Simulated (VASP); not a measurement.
Wanted: the native input for a VASP 6.6.1 run.

| Property | Result |
| --- | --- |
| Task | single point |
| Functional | PBE |
| Potentials or basis | VASP PAW PBE potentials, release 64 (Dy_3, Li_sv), 4f in core |
| Cutoff | 600 eV |
| k mesh | 5 × 5 × 5 |
| Occupations | gaussian, width 0.1 eV |
| Spin | collinear spin, ferromagnetic start |
| Starting moments | [5.0, 5.0, 0.0, 0.0, 0.0, 0.0, 0.0, 0.0] μB |
| Further INCAR settings | ALGO = Normal; EDIFF = 1e-06; NBANDS = 32 |

The structure of Li3Dy lies in POSCAR:

```
Li3Dy
6.5169
    0.999999095413      0.000000000000      0.000000000000
   -0.499999547699      0.866024620387      0.000000000000
    0.000000000000      0.000000000000      0.781749144532
Dy Li
2 6
Direct
    0.3333333333      0.6666666667      0.7500000000
    0.6666666667      0.3333333333      0.2500000000
    0.1510125050      0.3020250100      0.2500000000
    0.1510125050      0.8489874950      0.2500000000
    0.6979749900      0.8489874950      0.2500000000
    0.8489874950      0.6979749900      0.7500000000
    0.8489874950      0.1510125050      0.7500000000
    0.3020250100      0.1510125050      0.7500000000
```

The cell comes from a database or a generator and needn't be the stable form of this composition.

One way to write it, as run:

INCAR

```
  PREC = Accurate
  ENCUT = 600
  EDIFF = 1E-6
  ISMEAR = 0
  SIGMA = 0.1
  LREAL = False
  LASPH = True
  NELM = 150
  ALGO = Normal
  ISIF = 2
  LWAVE = False
  LCHARG = False
  ISPIN = 2
  MAGMOM = 5 5 0 0 0 0 0 0
  LORBIT = 11
  LMAXMIX = 6
  GGA = PE
  NBANDS = 32
```

KPOINTS

```
regular mesh
0
Gamma
  5 5 5
```

Potentials or basis: VASP PAW PBE potentials, release 64 (Dy_3, Li_sv), 4f in core.

Launch:

```bash
$ cat potpaw_PBE.64/Dy_3/POTCAR potpaw_PBE.64/Li_sv/POTCAR > POTCAR
$ mpirun -np 1 vasp_std > vasp.out
```

Results of the run:

The pressure is -0.2 GPa. The largest force is 0.038 eV/Å and the band gap on the k mesh is none (metal or under the smearing width). The net moment is 0.50 μB per cell and the site moments are Dy +0.11; Li +0.00 μB. The valence electrons inside the program's atomic spheres are Dy 7.57; Li 2.09.

Caveat: the cutoff is under 1.25 times the usual one of these potentials, so pressure, stress and relaxed cells hold a basis-set (Pulay) error; the magnetic or orbital state may not be the lowest; spin-orbit coupling is left out, which moves the levels of the heavy elements; the 4f electrons are frozen in the core as for a trivalent ion, so they carry no moment and show no levels.

Run time: 3.2 min on 1 thread of Intel(R) Xeon(R) 6975P-C (Granite Rapids), with other jobs on the host, peak memory 0.51 GiB.
